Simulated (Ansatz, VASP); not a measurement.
# Cross-check of Sn2C between VASP and Ansatz, part 2 of 2

Wanted: the spread between two codes on one cell, functional and k mesh. The cell is generated by rule, not measured, and may not be a known phase. The cell is taken from a series of runs on this material, whose earlier steps may have relaxed, scaled, displaced or heated it; both programs get it as it stands.

VASP 6.6.1 and Ansatz 0.2.0.

So far: The starting structure; VASP: relaxation of cell and atoms, PBEsol.

The structure was built from a prototype and need not be the compound's stable phase.

**3. Ansatz: relaxation of cell and atoms, PBEsol**

Level of this step: Ansatz beside VASP: Kohn-Sham DFT, plane waves, PBEsol (Ansatz).

Ansatz runs on its default PAW (the set named soft_2) files.

The same cell, functional, mesh and smearing now go to Ansatz, which takes its cutoff from its data sets.

Input file input.yaml:

```yaml
crystal:
  lattice:
    - [5.0213021337, 0.0, 0.0]
    - [0.0, 5.0213021337, 0.0]
    - [0.0, 0.0, 5.0213021337]
  atoms:
    - { symbol: C, position: [0.0, 0.0, 0.0] }
    - { symbol: C, position: [0.5, 0.5, 0.5] }
    - { symbol: Sn, position: [0.25, 0.25, 0.25] }
    - { symbol: Sn, position: [0.75, 0.75, 0.25] }
    - { symbol: Sn, position: [0.75, 0.25, 0.75] }
    - { symbol: Sn, position: [0.25, 0.75, 0.75] }
kpoints:
  mp_grid: { grid: [8, 8, 8] }
hamiltonian:
  xc: pbesol
scf:
  occupations: { method: gaussian, width: 0.1 }
output:
  forces: true
  stress: true
  eigenvalues: true
  write_density: true
  write_potential: true
  elf: true
  volumetric_format: npy
relax:
  adjacent_minimum: "off"
  f_tol: 0.005
  max_steps: 80
  cell: { stress_tol: 0.05 }
```

Launch:

```sh
$ ansatz run input.yaml --threads 8 --pin off --max-ram 14336MiB --backend cpu --events-out ev --progress --plain --runs-dir out
```

Numbers of over 12 decimals in the logs are rounded to 6 here.

The log of the run:

```text
Engine: ansatz 0.2.0, aarch64-unknown-linux-gnu
Pseudopotentials: kind: paw
Pseudopotential: C, paw, valence charge 4, recommended cutoff 420 eV (normal), C.paw.azcp
Pseudopotential: Sn, paw, valence charge 14, recommended cutoff 420 eV (normal), Sn.paw.azcp
Functional definition: PBEsol
  exchange = pbesol_x
  correlation = pbesol_c
Crystal: 6 atoms, lattice volume = 126.604 Å³
Basis set: ecut = 420 eV, 2517 PW (Γ), exchange–correlation on 72×72×72 points (8 copies of the dense FFT grid, shifted against one another)
Bands: 39, of which v1, the nominal top of the filled ones, is band 32 counted from 1 (31 counted from 0)
Symmetry: 48 space group operations
Space group: Pn-3m (ITA 224), of the structure as read, at distance tolerance 5.0e-5 Å
k-points: 35 of 512
Non-local potential: C, projectors of the file, l = 0: 2, l = 1: 2, l = 2: 1
Non-local potential: Sn, projectors of the file, l = 0: 2, l = 1: 2, l = 2: 2, l = 3: 2
PAW form: soft (Blöchl's): semilocal exchange-correlation on the pseudo side does not see the compensation charge
PAW frozen core: C, regenerated for the run's functional, and the local potential with it (the file was generated under x = pbe(κ = 0.804, μ = 0.219515), c = pbe(β = 0.066725))
PAW frozen core: Sn, regenerated for the run's functional, and the local potential with it (the file was generated under x = pbe(κ = 0.804, μ = 0.219515), c = pbe(β = 0.066725))
PAW one-centre angular grid: C, 110 points (default); XC on 64 Gauss nodes
PAW one-centre angular grid: Sn, 590 points (default); XC on 64 Gauss nodes
Initial density: superposition of atomic densities (neutral atoms: chi_scale 0, normalization atom), corrected by the library's trained network
Initial wavefunctions: pseudopotential atomic-orbital guess
Functional: x = pbesol(κ = 0.804, μ = 0.123457), c = pbesol(β = 0.046)
SCF iter   1: F=—  HF=-24285.413735 eV  |F-HF|=—  |Δ(HF+E_count)|=         —  Δρ=1.37e-2  dr2=3.80e-1  ethr=1.77e-3  ⟨swp⟩=8.1  Hψ=6112  notcnv=0
preconditioner: auto → Kerker (q_TF=auto, 2.435 Å⁻¹)  [metal: Δε(μ)=0.004 eV  Ē_g=17.803 eV  σ=0.100 eV  W_gap=0.02  n_scr=26 (ndim 8)  ℏωp=26.4 eV  f_vac=0.000  D(μ)=4.15/eV (n_scr^D=26)]
SCF iter   2: F=—  HF=-24285.343985 eV  |F-HF|=—  |Δ(HF+E_count)|=   6.97e-2  Δρ=6.18e-3  dr2=8.66e-2  ethr=5.94e-4  ⟨swp⟩=2.0  Hψ=1828  notcnv=0  defer=26
SCF iter   3: F=—  HF=-24285.325428 eV  |F-HF|=—  |Δ(HF+E_count)|=   1.86e-2  Δρ=1.11e-3  dr2=1.49e-3  ethr=1.35e-4  ⟨swp⟩=2.0  Hψ=1822  notcnv=0  defer=26
SCF iter   4: F=—  HF=-24285.325301 eV  |F-HF|=—  |Δ(HF+E_count)|=   1.27e-4  Δρ=2.21e-4  dr2=6.22e-5  ethr=2.33e-6  ⟨swp⟩=2.0  Hψ=1699  notcnv=0  defer=26
SCF iter   5: F=—  HF=-24285.325299 eV  |F-HF|=—  |Δ(HF+E_count)|=   2.25e-6  Δρ=6.41e-5  dr2=5.75e-6  ethr=9.71e-8  ⟨swp⟩=2.1  Hψ=2424  notcnv=0  defer=32
SCF iter   6: F=—  HF=-24285.325297 eV  |F-HF|=—  |Δ(HF+E_count)|=   1.70e-6  Δρ=1.86e-5  dr2=6.19e-7  ethr=8.99e-9  ⟨swp⟩=2.0  Hψ=2399  notcnv=0  defer=32
SCF iter   7: F=-24285.325297 eV  HF=-24285.325297 eV  |F-HF|=6.55e-9  |Δ(HF+E_count)|=   1.83e-7  Δρ=3.86e-6  dr2=2.32e-8  ethr=1.56e-10  ⟨swp⟩=16.1  Hψ=10495  notcnv=0
SCF 1 converged in 7 iterations: F = -24285.325297 eV  dr2 = 2.32e-8
  greatest PAW one-centre occupation: 0.992 electrons in one spin orbital (limit 2), on the Sn atom at site 2 (counted from 0), in its partial waves of l = 2
relax step   1: F+E_penalty+E_count = -24285.32529677 eV  Δ(F+E_penalty+E_count) = +0.000e0 eV  max|allowed force component| = 6.939e-18 eV/Å  Δτ_max = 0.0000 Å  P = -0.000 GPa  Ω = 126.604 Å³  (7 SCF iters, dr2 threshold 1.00e-7 eV, accepted)
Initial density: handed on by an earlier stage of this run
Initial wavefunctions: pseudopotential atomic-orbital guess (no wavefunctions were taken with the density)
iter 1 solved again at ethr=2.11e-7 eV; its pass at ethr=3.10e-3 eV (dr2=1.35e-4 eV) is discarded
SCF iter   1: F=—  HF=-24285.325294 eV  |F-HF|=—  |Δ(HF+E_count)|=         —  Δρ=3.80e-6  dr2=2.56e-8  ethr=2.11e-7  ⟨swp⟩=3.3  Hψ=9327  notcnv=0
eigensolver tolerance schedule: the retry pair's looser diagonalisation over-reported the residual by 5290.91 of it (diagonalisation noise at 0.56 of the residual, at the tolerance the schedule requests for it); recorded, not acted on — ethr = c·dr2/N_el stays at c = 1.0e-1
preconditioner: auto → Kerker (q_TF=auto, 2.435 Å⁻¹)  [metal: Δε(μ)=0.014 eV  Ē_g=17.828 eV  σ=0.100 eV  W_gap=0.08  n_scr=26 (ndim 8)  ℏωp=26.4 eV  f_vac=0.000  D(μ)=4.23/eV (n_scr^D=26)]
SCF iter   2: F=—  HF=-24285.325297 eV  |F-HF|=—  |Δ(HF+E_count)|=   2.45e-6  Δρ=2.73e-6  dr2=1.14e-8  ethr=3.99e-11  ⟨swp⟩=3.5  Hψ=2993  notcnv=0
SCF iter   3: F=—  HF=-24285.325297 eV  |F-HF|=—  |Δ(HF+E_count)|=   1.57e-9  Δρ=1.02e-6  dr2=1.65e-9  ethr=1.79e-11  ⟨swp⟩=2.1  Hψ=2180  notcnv=0
SCF iter   4: F=—  HF=-24285.325297 eV  |F-HF|=—  |Δ(HF+E_count)|=  4.73e-10  Δρ=5.70e-7  dr2=3.02e-10  ethr=2.58e-12  ⟨swp⟩=2.1  Hψ=2479  notcnv=0
iter 5 did not close the SCF: its close was put off for the readings that it lacked (scf_convergence_deferred on its scf_iter line)
SCF iter   5: F=-24285.325297 eV  HF=-24285.325297 eV  |F-HF|=7.28e-12  |Δ(HF+E_count)|=    0.00e0  Δρ=1.17e-7  dr2=1.81e-11  ethr=1.00e-12  ⟨swp⟩=2.0  Hψ=2393  notcnv=0
SCF iter   6: F=-24285.325297 eV  HF=-24285.325297 eV  |F-HF|=1.82e-11  |Δ(HF+E_count)|=  1.46e-11  Δρ=6.42e-8  dr2=3.83e-12  ethr=1.00e-12  ⟨swp⟩=5.9  Hψ=6038  notcnv=0
SCF 2 converged in 6 iterations: F = -24285.325297 eV  dr2 = 3.83e-12
relax step   2: F+E_penalty+E_count = -24285.32529678 eV  Δ(F+E_penalty+E_count) = -2.252e-9 eV  max|allowed force component| = 3.855e-19 eV/Å  Δτ_max = 0.0000 Å  P = -0.000 GPa  Ω = 126.604 Å³  stress off target by 2.14e-4 GPa  SCF on the basis re-selected at this cell (its energy is not comparable with the rows above)  (6 SCF iters)
basis re-selected at this cell: Δ(F+E_penalty+E_count) = -2.252e-9 eV, ΔP = +0.000 GPa vs the last step (what re-selecting the basis moved, of the pressure what is left beyond the Pulay correction that the steps carried, after the strain that the cell walked since its last selection, with what the two solves' SCF thresholds leave and, on support functions, any second-order correction that the steps lacked; it is no m [...]
SCF converged after 6 iterations
Free energy (F): -24285.325297 eV
Harris-Foulkes:  -24285.325297 eV  (|F-HF|=1.82e-11)
Internal energy: -24285.304158 eV  (E = F + TS)
E sigma→0 (E₀):  -24285.314727 eV
Entropy (-TS):   -0.021139 eV (-3.523 meV/atom)
Fermi energy:    10.061403 eV
--- Per-component energies (eV) ---
  E_band       = -346.261922
  E_kinetic    = 916.866648
  E_local      = -3736.021464  (includes V_loc(G=0)·N_el)
  E_nonlocal   = -64.267950
  E_hartree    = 2239.337213
  E_xc         = -1607.642914
  E_vxc        = -500.686142  (∫ρ·V_xc dr)
  E_paw        = -16456.168127  (= ΣΔE_a)
  E_vpaw       = -1440.827313  (= ΣTr[D̂ρ^β])
  E_aug_tail   = 0.000007  (compensation charges beyond the density's cutoff)
  E_ewald      = -5578.589130
  E_core_change = 1.181560  (= ΣΔE_core)
  E_smearing   = -0.021139  (= −TS)
  E_closure    = 0.000000  (closes the sum)
  Σ components = -24285.325297   (vs F -24285.325297, Δ=0.00e0)
--- Forces (eV/Å), atoms counted from 1 ---
  atom   1  C      0.00000000    -0.00000000     0.00000000
  atom   2  C      0.00000000    -0.00000000     0.00000000
  atom   3  Sn     0.00000000    -0.00000000     0.00000000
  atom   4  Sn     0.00000000    -0.00000000     0.00000000
  atom   5  Sn     0.00000000    -0.00000000     0.00000000
  atom   6  Sn    -0.00000000    -0.00000000     0.00000000
  max |Σ_I F_I| component: 1.16e-18 eV/Å
--- Stress (GPa, compression-positive) ---
       -0.000214       0.000000      -0.000000
       -0.000000      -0.000214       0.000000
       -0.000000       0.000000      -0.000214
  P = ⅓ Tr σ = -0.0002 GPa (-0.002 kbar)
--- Band table (eV; the first three rows and the last of 35) ---
  k-point 0: bands = [... 28 lower, 6.0866, 6.8093, 6.8093, 11.7989, 11.7989, 11.7989, 12.1478, 12.1478, ... 3 higher]
  k-point 1: bands = [... 28 lower, 6.9147, 7.0205, 7.2341, 11.2818, 11.2818, 11.2875, 12.0018, 12.5008, ... 3 higher]
  k-point 2: bands = [... 28 lower, 7.2286, 7.9958, 8.2670, 10.3065, 10.8278, 10.8278, 11.5663, 12.3182, ... 3 higher]
  k-point 34: bands = [... 28 lower, 9.6040, 9.6040, 9.6040, 10.1778, 11.2971, 11.2971, 11.2971, 14.1122, ... 3 higher]
--- Relaxed structure (1 steps of the walk, 1 accepted, 1 SCFs on fresh bases) ---
  F+E_penalty+E_count = -24285.32529678 eV   max|allowed force component| = 3.855e-19 eV/Å   (the final SCF, on the basis selected at the relaxed cell)
  cell:  # Å, volume = 126.6045 Å³
    - [5.0213021337, 0.0, 0.0]
    - [0.0, 5.0213021337, 0.0]
    - [0.0, 0.0, 5.0213021337]
  atoms:
    - { symbol: C, position: [0.0, 0.0, 0.0] }
    - { symbol: C, position: [0.500000, 0.500000, 0.500000] }
    - { symbol: Sn, position: [0.250000, 0.250000, 0.250000] }
    - { symbol: Sn, position: [0.750000, 0.750000, 0.250000] }
    - { symbol: Sn, position: [0.750000, 0.250000, 0.750000] }
    - { symbol: Sn, position: [0.250000, 0.750000, 0.750000] }
```

**4. Comparison**

Known differences besides the potentials themselves: the cutoff is 420 eV in Ansatz and 600 eV in VASP; Ansatz makes its cores anew for this functional, VASP keeps those of its PBE data sets; Ansatz adds a Pulay correction to the stress that steers its cell, VASP none. Total energies have different zeros and are not compared.

The two programs side by side:

```csv
quantity,Ansatz,VASP,difference
volume (Å³),126.60,126.44,+0.13 %
"edge a after relaxation, in the typed setting (Å)",5.021,5.019,+0.04 %
```

**5. Summary of results**

```
difference in volume (relaxation of cell and atoms, PBEsol) : 0.13 %
```

What this shows: The difference in volume is 0.13 % (relaxation of cell and atoms, PBEsol), within the 1.2 % picked in this series as the mark of a large difference, as far as the stopping tolerances let one tell. VASP runs on this material, other cells of it included, that failed, so that no pair exists: relaxation of cell and atoms, PBEsol (timeout). 1 further run of this series is not shown here. How closely two codes agree says nothing of how well the functional describes the real material.

[Lines on the potential files, build, host, timing and source positions are cut from VASP's logs without a mark.]

[Logs are printed without paths, hosts, clocks, repeated set-up lines and the standing remarks that a program may print on its own settings, such as how far it seeks lower states.]

[Hosts, paths, dates, database ids (printed as entryN), source tags and the programs' standing remarks are cut or masked in the printed files.]
